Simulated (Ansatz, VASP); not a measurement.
## Cross-check of BN between VASP and Ansatz

Aim: how closely do two programs agree when they are given the same cell, functional and k mesh? The cell is taken from a series of runs on this material, whose earlier steps may have relaxed, scaled, displaced or heated it; both programs get it as it stands.

Calculated with Ansatz 0.2.0; plane waves, with VASP 6.6.1 beside it; single point at HSE06.

## Step 1: The structure

It takes space group F-43m (No. 216, cubic). The conventional cell has a = 3.532 Å, b = 3.532 Å, c = 3.532 Å, α = 90.00°, β = 90.00°, γ = 90.00°. Nearest to N lie 4 B at 1.53 Å. Nearest to B lie 4 N at 1.53 Å. Farther neighbours and most contacts between anions are not listed.

Coordinates:

```
N B
1.0
     0.00000    1.76578    1.76578
     1.76578    0.00000    1.76578
     1.76578    1.76578    0.00000
N B
1 1
Direct
  0.75000 0.75000 0.75000
  0.00000 0.00000 0.00000
```

## Step 2: Ansatz: single point, HSE06

Ansatz runs on its PAW soft_1 files.

With cell and atoms fixed, the geometry can't cause a difference; cores, projectors, grids and the points listed under the comparison can.

input.yaml reads:

```yaml
crystal:
  lattice:
    - [0.0, 1.7657759102, 1.7657759102]
    - [1.7657759102, 0.0, 1.7657759102]
    - [1.7657759102, 1.7657759102, 0.0]
  atoms:
    - { symbol: "N", position: [0.75, 0.75, 0.75] }
    - { symbol: B, position: [0.0, 0.0, 0.0] }
kpoints:
  mp_grid: { grid: [9, 9, 9] }
scf:
  occupations: { method: fermi_dirac, width: 0.02 }
hamiltonian:
  xc: hse06
  pseudopotentials: { kind: paw, azcp: { folder: soft_1 } }
basis:
  ecutwfc: 600
output:
  forces: true
  stress: true
  write_density: true
  write_potential: true
  elf: true
  volumetric_format: npy
```

On the command line:

```sh
ansatz run input.yaml --threads 8 --pin off --max-ram 18432MiB --backend cpu --events-out ev --progress --plain --runs-dir out
```

Numbers of over 12 decimals in the logs are rounded to 6 here.

What it wrote:

```text
Warning: output.stress: scf.convergence.dr2_threshold = 1e-7 eV (the SCF's general default) is looser than the 2e-10 eV advised for a printed stress (1e-10 eV for each atom of the cell: 2). What an SCF threshold leaves in a stress goes as its square root, and in the free energy as the threshold itself, and one threshold admits the most on a small cell: [figures from the program's tests cut] Set scf.convergence.dr2_threshold to 2e-10 eV or tighter. The threshold is an SCF's pass mark: one that does not reach it within its budget of iterations ends unconverged, or closes short of it on a stop that the run arms, and scf.convergence.dr2_threshold's page says what that costs each kind of run
Warning: output.stress: scf.exx.energy_threshold = 1e-6 eV is looser than the 2e-8 eV advised for a stress under a hybrid functional (1e-8 eV for each atom of the cell: 2). Every SCF of the exchange loop can meet its threshold on dr2 while the loop round them stops early: no threshold on dr2 bounds what that leaves in the stress. Set scf.exx.energy_threshold to 2e-8 eV or tighter. The threshold is the loop's pass mark: a loop that does not reach it within its budget of cycles ends unconverged, and scf.exx.energy_threshold's page has the law
Engine: ansatz 0.2.0, aarch64-unknown-linux-gnu
Pseudopotentials: kind: paw
Pseudopotential: N, paw, valence charge 5, recommended cutoff 420 eV (normal), soft_1/N.paw.azcp
Pseudopotential: B, paw, valence charge 3, recommended cutoff 420 eV (normal), soft_1/B.paw.azcp
Functional definition: HSE06
  parameter a = 0.25
  parameter omega = 0.11/bohr
  exchange = pbe_x - a*pbe_x_sr(omega) + a*exact_x_sr(omega)
  correlation = pbe_c
Crystal: 2 atoms, lattice volume = 11.011 Å³
Basis set: ecut = 600 eV, 339 PW (Γ), exchange–correlation on 40×40×40 points (8 copies of the dense FFT grid, shifted against one another)
Bands: 8, of which v1, the nominal top of the filled ones, is band 4 counted from 1 (3 counted from 0)
Symmetry: 24 space group operations
Space group: F-43m (ITA 216), of the structure as read, at distance tolerance 2.2e-5 Å
k-points: 35 of 729 (time reversal used)
Non-local potential: N, projectors of the file, l = 0: 2, l = 1: 2, l = 2: 1
Non-local potential: B, projectors of the file, l = 0: 2, l = 1: 2, l = 2: 1
PAW form: soft (Blöchl's): semilocal exchange-correlation on the pseudo side does not see the compensation charge
PAW frozen core: N, regenerated for the run's functional, and the local potential with it (the file was generated under x = pbe(κ = 0.804, μ = 0.219515), c = pbe(β = 0.066725))
PAW frozen core: B, regenerated for the run's functional, and the local potential with it (the file was generated under x = pbe(κ = 0.804, μ = 0.219515), c = pbe(β = 0.066725))
PAW one-centre angular grid: N, 110 points (default); XC on 64 Gauss nodes
PAW one-centre angular grid: B, 110 points (default); XC on 64 Gauss nodes
Initial density: superposition of atomic densities (chi_scale 0.1, normalization cell, long waves kept (reshape's long-wave potential 0.00 eV rms))
Initial wavefunctions: pseudopotential atomic-orbital guess
Functional: x = pbe(κ = 0.804, μ = 0.219515), c = pbe(β = 0.066725), warm-up for x = pbe(κ = 0.804, μ = 0.219515) + 0.25 (exact − pbe) at short range (hse, ω = 0.207870 Å⁻¹), c = pbe(β = 0.066725); HSE06 as pw.x's `hse` composes it (authors' and Libxc's form: `xc: wpbeh`)
SCF iter   1: F=—  HF=-542.959979 eV  |F-HF|=—  |Δ(HF+E_count)|=         —  Δρ=1.61e-1  dr2=2.25e0  ethr=1.00e-1  ⟨swp⟩=3.9  Hψ=906  notcnv=0
preconditioner: auto → none  [insulator: Δε(μ)=6.085 eV  Ē_g=21.382 eV  σ=0.020 eV  W_gap=1.00  n_scr=0 (ndim 8)  ℏωp=31.7 eV  f_vac=0.000  D(μ)=0.00/eV (n_scr^D=0)]
SCF iter   2: F=—  HF=-542.248489 eV  |F-HF|=—  |Δ(HF+E_count)|=   7.11e-1  Δρ=6.52e-2  dr2=2.50e-1  ethr=2.81e-2  ⟨swp⟩=3.1  Hψ=618  notcnv=0
SCF iter   3: F=—  HF=-542.198951 eV  |F-HF|=—  |Δ(HF+E_count)|=   4.95e-2  Δρ=2.39e-2  dr2=3.54e-2  ethr=3.12e-3  ⟨swp⟩=2.6  Hψ=606  notcnv=0  defer=1
iter 4 solved again at ethr=4.60e-6 eV; its pass at ethr=4.42e-4 eV (dr2=3.68e-4 eV) is discarded
SCF iter   4: F=-542.196912 eV  HF=-542.196819 eV  |F-HF|=9.31e-5  |Δ(HF+E_count)|=   2.13e-3  Δρ=3.10e-3  dr2=3.57e-4  ethr=4.60e-6  ⟨swp⟩=3.3  Hψ=1317  notcnv=0
SCF 1 stopped early in 4 iterations: F = -542.196912 eV  dr2 = 3.57e-4
  greatest PAW one-centre occupation: 0.796 electrons in one spin orbital (limit 2), on the N atom at site 0 (counted from 0), in its partial waves of l = 0
Initial density: handed on by an earlier stage of this run
Initial wavefunctions: those handed on with the density
Functional: x = pbe(κ = 0.804, μ = 0.219515) + 0.25 (exact − pbe) at short range (hse, ω = 0.207870 Å⁻¹), c = pbe(β = 0.066725); HSE06 as pw.x's `hse` composes it (authors' and Libxc's form: `xc: wpbeh`)
Exchange kernel: α = 0.2500, screened, ω = 0.2079 Å⁻¹, Wigner–Seitz truncation, v(0) = 1046.1944 eV·Å³, q-mesh 9×9×9, nearest image of the exchange supercell L = 22.47 Å, pair-density grid 12×12×12, without the augmentation charges, whose exchange is taken in its separable form by FFT convolution over the k-point mesh (sized by the pseudopotential files, 18×18×18 at the most), smooth part of the exact exchange by density-matrix convolution
Frozen-core exchange: fock
SCF iter   1: F=—  HF=-542.420260 eV  |F-HF|=—  |Δ(HF+E_count)|=         —  Δρ=1.19e-2  dr2=6.98e-3  ethr=4.46e-5  ⟨swp⟩=4.7  Hψ=1136  notcnv=0
preconditioner: auto → none  [insulator: Δε(μ)=6.016 eV  Ē_g=23.736 eV  σ=0.020 eV  W_gap=1.00  n_scr=0 (ndim 8)  ℏωp=31.7 eV  f_vac=0.000  D(μ)=0.00/eV (n_scr^D=0)]
SCF iter   2: F=—  HF=-542.417821 eV  |F-HF|=—  |Δ(HF+E_count)|=   2.44e-3  Δρ=5.67e-3  dr2=1.27e-3  ethr=4.46e-5  ⟨swp⟩=2.9  Hψ=638  notcnv=0
SCF iter   3: F=—  HF=-542.419301 eV  |F-HF|=—  |Δ(HF+E_count)|=   1.48e-3  Δρ=1.17e-3  dr2=7.60e-5  ethr=1.42e-5  ⟨swp⟩=2.9  Hψ=587  notcnv=0
SCF iter   4: F=-542.419275 eV  HF=-542.419275 eV  |F-HF|=4.44e-7  |Δ(HF+E_count)|=   2.53e-5  Δρ=1.12e-4  dr2=1.87e-6  ethr=8.62e-7  ⟨swp⟩=2.5  Hψ=462  notcnv=0
SCF 2 stopped early in 4 iterations: F = -542.419275 eV  dr2 = 1.87e-6
  greatest PAW one-centre occupation: 0.800 electrons in one spin orbital (limit 2), on the N atom at site 0 (counted from 0), in its partial waves of l = 0
hybrid outer 1: dexx = +1.957e-3 eV, tail = 6.15e-6 eV
Exchange kernel: α = 0.2500, screened, ω = 0.2079 Å⁻¹, Wigner–Seitz truncation, v(0) = 1046.1944 eV·Å³, q-mesh 9×9×9, nearest image of the exchange supercell L = 22.47 Å, pair-density grid 12×12×12, without the augmentation charges, whose exchange is taken in its separable form by FFT convolution over the k-point mesh (sized by the pseudopotential files, 18×18×18 at the most), smooth part of the exact exchange by density-matrix convolution
Frozen-core exchange: fock
SCF iter   1: F=—  HF=-542.419268 eV  |F-HF|=—  |Δ(HF+E_count)|=         —  Δρ=6.69e-5  dr2=3.42e-7  ethr=3.85e-7  ⟨swp⟩=3.8  Hψ=729  notcnv=0
preconditioner: auto → none  [insulator: Δε(μ)=6.055 eV  Ē_g=23.730 eV  σ=0.020 eV  W_gap=1.00  n_scr=0 (ndim 8)  ℏωp=31.7 eV  f_vac=0.000  D(μ)=0.00/eV (n_scr^D=0)]
SCF iter   2: F=-542.419268 eV  HF=-542.419268 eV  |F-HF|=3.41e-9  |Δ(HF+E_count)|=   7.00e-8  Δρ=1.17e-5  dr2=1.09e-8  ethr=3.67e-9  ⟨swp⟩=2.9  Hψ=506  notcnv=0
SCF 3 converged in 2 iterations: F = -542.419268 eV  dr2 = 1.09e-8
  Residual-converged pass: ⟨swp⟩=3.1  Hψ=560  notcnv=0  max |occ|·‖R‖ = 2.4e-6 eV (tolerance 2.4e-6 eV)  dr2=1.10e-8  dr2_onsite=5.87e-10  max |Δocc| = 0.0e0
hybrid outer 2: dexx = +7.939e-8 eV, tail = 2.35e-8 eV, Δε = 1.28e-3 eV (about 1.08e-4 eV left of the loop's levels)
hybrid SCF converged: 2 outer / 6 inner (+4 warm-up), last move |dexx| = 7.94e-8 eV, tail = 2.35e-8 eV
Stability not checked: this state was not tested for a lower state beside it, because the functional holds exact exchange (a hybrid, or Hartree-Fock), whose exchange loop this test does not read (fock_operator; see scf.lower_state_search)
Free energy (F): -542.419268 eV
Frozen-core exchange: fock
Harris-Foulkes:  -542.419268 eV  (|F-HF|=3.41e-9)
Internal energy: -542.419268 eV  (E = F + TS)
E sigma→0 (E₀):  -542.419268 eV
Fermi energy:    14.470535 eV
--- Per-component energies (eV) ---
  E_band       = 19.795271
  E_kinetic    = 187.887957
  E_local      = -150.782020  (includes V_loc(G=0)·N_el)
  E_nonlocal   = 41.683019
  E_hartree    = 47.212237
  E_xc         = -76.296847
  E_vxc        = -93.484295  (∫ρ·V_xc dr)
  E_exx        = -19.909842  (= α·E_x^exact, valence–valence)
  E_paw        = -205.326072  (= ΣΔE_a)
  E_vpaw       = -20.114620  (= ΣTr[D̂ρ^β])
  E_aug_tail   = 0.000039  (compensation charges beyond the density's cutoff)
  E_ewald      = -366.853036
  E_core_change = -0.034703  (= ΣΔE_core)
  E_smearing   = -0.000000  (= −TS)
  E_closure    = 0.000000  (closes the sum)
  Σ components = -542.419268   (vs F -542.419268, Δ=0.00e0)
--- Forces (eV/Å), atoms counted from 1 ---
  atom   1  N      0.00000000    -0.00000000     0.00000000
  atom   2  B     -0.00000000     0.00000000     0.00000000
  max |Σ_I F_I| component: 5.09e-16 eV/Å
--- Stress (GPa, compression-positive) ---
       24.029363      -0.000000      -0.000000
       -0.000000      24.029363       0.000000
       -0.000000       0.000000      24.029363
  P = ⅓ Tr σ = 24.0294 GPa (240.294 kbar)
--- Band table (eV; the first three rows and the last of 35) ---
  k-point 0: bands = ["-11.5024", "11.4501", "11.4501", "11.4501", "22.3782", "22.3782"]
  k-point 1: bands = ["-11.1610", "9.7236", "11.0966", "11.0966", "22.8278", "22.9152"]
  k-point 2: bands = ["-10.1587", "6.1509", "10.3411", "10.3411", "23.4374", "23.9106"]
  k-point 34: bands = ["-4.8935", "2.2897", "3.5649", "4.8056", "22.7747", "26.7866"]
  guard bands above this table: 2 of the run's 8 bands. The solve was not asked for them (output.publish_guard_bands: true or output.eigenvalues: true publishes all)
```

The run ends at a pressure of 24.03 GPa.

## Step 3: VASP: single point, HSE06

The same cell, functional, mesh and smearing now go to VASP, with its own data sets.

Lines of VASP's logs that name or quote its potential files are left out, and so is its time.

The run reads the wave functions of an earlier VASP run, which isn't shown here.

INCAR reads:

```
SYSTEM = BN
PREC = Accurate
ENCUT = 520
EDIFF = 1E-06
NELM = 100
ISMEAR = -1
SIGMA = 0.02
LREAL = .FALSE.
ALGO = Normal
LHFCALC = .TRUE.
AEXX = 0.25
GGA = PE
HFSCREEN = 0.208
LASPH = .TRUE.
NBANDS = 10
PRECFOCK = Fast
LORBIT = 11
LWAVE = .FALSE.
LCHARG = .FALSE.
KPAR = 8
ISIF = 2
```

POSCAR reads:

```
BN
1.0
    0.0000000000      1.7657759102      1.7657759102
    1.7657759102      0.0000000000      1.7657759102
    1.7657759102      1.7657759102      0.0000000000
N B
1 1
Direct
    0.7500000000      0.7500000000      0.7500000000
    0.0000000000      0.0000000000      0.0000000000
```

KPOINTS reads:

```
Automatic mesh
0
Gamma
9 9 9
0 0 0
```

The projector-augmented-wave data sets are N and B (PBE family, release 64).

On the command line:

```sh
mpirun -np 8 vasp_std
```

What it wrote:

```text
[banner, memory and clock lines left out]
running    8 mpi-ranks, on    1 nodes
 distrk:  each k-point on    1 cores,    8 groups
 distr:  one band on    1 cores,    1 groups

 POSCAR found type information on POSCAR N B
 POSCAR found :  2 types and       2 ions
|                                                                             |
|           W    W    AA    RRRRR   N    N  II  N    N   GGGG   !!!           |
|           W    W   A  A   R    R  NN   N  II  NN   N  G    G  !!!           |
|           W    W  A    A  R    R  N N  N  II  N N  N  G       !!!           |
|           W WW W  AAAAAA  RRRRR   N  N N  II  N  N N  G  GGG   !            |
|           WW  WW  A    A  R   R   N   NN  II  N   NN  G    G                |
|           W    W  A    A  R    R  N    N  II  N    N   GGGG   !!!           |
|                                                                             |
|     For optimal performance we recommend to set                             |
|       NCORE = 2 up to number-of-cores-per-socket                            |
|     NCORE specifies how many cores store one orbital (NPAR=cpu/NCORE).      |
|     This setting can greatly improve the performance of VASP for DFT.       |
|     The default, NCORE=1 might be grossly inefficient on modern             |
|     multi-core architectures or massively parallel machines. Do your        |
|     Unfortunately you need to use the default for GW and RPA                |
|     calculations (for HF NCORE is supported but not extensively tested      |
|     yet).                                                                   |
|                                                                             |

 LDA part: xc-table for (Slater+PW92), standard interpolation
 found WAVECAR, reading the header
 POSCAR, INCAR and KPOINTS ok, starting setup
 FFT: planning ... GRIDC
 FFT: planning ... GRID_SOFT
 FFT: planning ... GRID
 reading WAVECAR
 the WAVECAR file was read successfully
 initial charge from wavefunction
 entering main loop
       N       E                     dE             d eps       ncg     rms          rms(c)
DAV:   1    -0.202799088470E+02   -0.20280E+02   -0.25844E-01   750   0.459E+00    0.468E-01
DAV:   2    -0.202805409352E+02   -0.63209E-03   -0.14296E-03   782   0.406E-01    0.294E-01
DAV:   3    -0.202800970650E+02    0.44387E-03   -0.35014E-04   768   0.138E-01    0.166E-01
DAV:   4    -0.202799846003E+02    0.11246E-03   -0.98481E-05   758   0.761E-02    0.928E-02
DAV:   5    -0.202799510934E+02    0.33507E-04   -0.20887E-05   764   0.403E-02    0.509E-02
DAV:   6    -0.202799409593E+02    0.10134E-04   -0.57622E-06   790   0.222E-02    0.278E-02
DAV:   7    -0.202799380874E+02    0.28719E-05   -0.14320E-06   740   0.114E-02    0.154E-02
DAV:   8    -0.202799371825E+02    0.90488E-06   -0.39327E-07   376   0.616E-03
   1 F= -.20279937E+02 E0= -.20279937E+02  d E =-.469749E-12
```

From OUTCAR (step 3):

```text
ion  position               nearest neighbor table
   1  0.750  0.750  0.750-   2 1.53   2 1.53   2 1.53   2 1.53
   2  0.000  0.000  0.000-   1 1.53   1 1.53   1 1.53   1 1.53

  LATTYP: Found a face centered cubic cell.
 ALAT       =     3.5315518204

 Subroutine GETGRP returns: Found 24 space group operations
 (whereof 24 operations were pure point group operations)

The static configuration has the point symmetry T_d .

 Found     35 irreducible k-points:

   k-points           NKPTS =     35   k-points in BZ     NKDIM =    729   number of bands    NBANDS=     10

   dimension x,y,z NGX =    20 NGY =   20 NGZ =   20
   dimension x,y,z NGXF=    40 NGYF=   40 NGZF=   40

   ENCUT  =  520.0 eV  38.22 Ry    6.18 a.u.   4.64  4.64  4.64*2*pi/ulx,y,z

   NELECT =       8.0000    total number of electrons

 k-points in reciprocal lattice and weights: Automatic mesh
   0.00000000  0.00000000  0.00000000       0.001
   0.11111111  0.00000000  0.00000000       0.011
   0.22222222  0.00000000  0.00000000       0.011
   0.33333333  0.00000000  0.00000000       0.011
   0.44444444  0.00000000  0.00000000       0.011
   0.11111111  0.11111111  0.00000000       0.008
   0.22222222  0.11111111  0.00000000       0.033
   0.33333333  0.11111111  0.00000000       0.033
   0.44444444  0.11111111  0.00000000       0.033
[...]
-0.33333333  0.44444444  0.11111111       0.033
  -0.33333333  0.44444444  0.22222222       0.033

  exchange ACFDT corr.  =         0.00000000  see jH, gK, PRB 81, 115126

 average (electrostatic) potential at core
       1 -54.4898       2 -20.5433

 E-fermi :   7.8740

 k-point     1 :       0.0000    0.0000    0.0000
  band No.  band energies     occupation
      1     -15.5456      2.00000
      2       7.4170      2.00000
      3       7.4170      2.00000
      4       7.4170      2.00000
      5      18.3317      0.00000
      6      18.3317      0.00000
      7      18.3317      0.00000
      8      20.7729      0.00000
      9      35.5427      0.00000
    ...

 k-point     2 :       0.1111    0.0000    0.0000
  band No.  band energies     occupation
      1     -15.2042      2.00000
      2       5.6889      2.00000
      3       7.0633      2.00000
      4       7.0633      2.00000
      5      18.7876      0.00000
      6      18.8694      0.00000
      7      18.8694      0.00000
      8      21.7505      0.00000
      9      34.8394      0.00000
    ...

 k-point     3 :       0.2222    0.0000    0.0000
  band No.  band energies     occupation
      1     -14.2021      2.00000
      2       2.1132      2.00000
      3       6.3078      2.00000
      4       6.3078      2.00000
      5      19.4052      0.00000
      6      19.8652      0.00000
      7      19.8652      0.00000
      8      23.6536      0.00000
      9      33.5642      0.00000
    ...

  Total        1.7176810      1.7176810      1.7176810      0.0000000      0.0000000     -0.0000000
  in kB      249.9288226    249.9288226    249.9288226      0.0000000      0.0000000     -0.0000000
  external PRESSURE =     249.9288226 kB  Pullay stress =       0.0000000 kB

  energy-cutoff  :      520.00
  volume of cell :       11.01
      direct lattice vectors                 reciprocal lattice vectors
     0.000000000  1.765775910  1.765775910    -0.283161639  0.283161639  0.283161639
     1.765775910  0.000000000  1.765775910     0.283161639 -0.283161639  0.283161639
     1.765775910  1.765775910  0.000000000     0.283161639  0.283161639 -0.283161639

 POSITION                                       TOTAL-FORCE (eV/Angst)
 -----------------------------------------------------------------------------------
      2.64866      2.64866      2.64866         0.000000      0.000000      0.000000
      0.00000      0.00000      0.00000        -0.000000     -0.000000     -0.000000
 -----------------------------------------------------------------------------------
    total drift:                               -0.000000      0.000000     -0.000000

  FREE ENERGIE OF THE ION-ELECTRON SYSTEM (eV)
  ---------------------------------------------------
  free  energy   TOTEN  =       -20.2799371825 eV

  energy  without entropy=      -20.2799371825  energy(sigma->0) =      -20.27993718

 total charge
# of ion       s       p       d       tot
------------------------------------------
    1        1.227   2.843   0.000   4.070
    2        0.707   1.449   0.000   2.155
--------------------------------------------------
tot          1.934   4.291   0.000   6.225

[... 3 further parts left out ...]
```

The run ends at a pressure of 24.99 GPa.

## Step 4: Comparison

Known differences besides the potentials themselves: exact exchange at q = 0 is treated differently, which shows on coarse meshes; VASP keeps PBE cores, Ansatz makes them for the functional; the cutoff is 600 eV in Ansatz and 520 eV in VASP; VASP takes a coarser grid for exact exchange (PRECFOCK = Fast). Total energies have different zeros and are not compared.

The two programs side by side:

| quantity | Ansatz | VASP | difference |
| --- | --- | --- | --- |
| pressure (GPa) | 24.03 | 24.99 | -0.96 |
| gap on the k mesh (eV) | 6.055 | 6.042 | +0.012 |

A gap on the mesh is an upper bound, since the band edges may lie between its points.

## Step 5: Summary of results

| Item | Value |
| --- | --- |
| difference in gap on the k mesh (single point, HSE06) | 0.012 eV |
| difference in pressure (single point, HSE06) | -0.96 GPa |

What this shows: The difference in pressure is -0.96 GPa (single point, HSE06), at about the 1 GPa picked in this series as the mark of a large difference. Such differences can come from data sets, numerical settings and the points named under the comparisons, not from the functional's error against experiment.

[Lines on the potential files, build, host, timing and source positions are cut from VASP's logs without a mark.]

[Logs are printed without paths, hosts, clocks, repeated set-up lines and the standing remarks that a program may print on its own settings, such as how far it seeks lower states.]

[Hosts, paths, dates, database ids (printed as entryN), source tags and the programs' standing remarks are cut or masked in the printed files.]
